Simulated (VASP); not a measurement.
Given:

```yaml
crystal:
  lattice:
    - [0.00000, 1.91154, 1.91154]
    - [1.91154, 0.00000, 1.91154]
    - [1.91154, 1.91154, 0.00000]
  atoms:
    - { symbol: Rh, position: [0.00000, 0.00000, 0.00000] }
```

All values below come from PBE GGA, VASP's PBE PAW potentials (set 64) (plane waves; VASP). Settings: 400 eV cut-off, 15×15×15 Γ-centred mesh, first-order Methfessel-Paxton smearing of 0.10 eV, potentials Rh_pv.

Question: Predict the energy per atom (σ→0), band gap (on the k-mesh) with the smallest direct gap where there is one.

Answer: 
```yaml
band gap (on the k-mesh): none (metal, semimetal or under 0.01 eV)
energy per atom (σ→0): -7.256 eV/atom
```

The absolute energy has meaning only against runs of the same code, potentials and settings.

The compound is Rh in the fcc structure. It was relaxed first. The start is the result of an earlier pass.
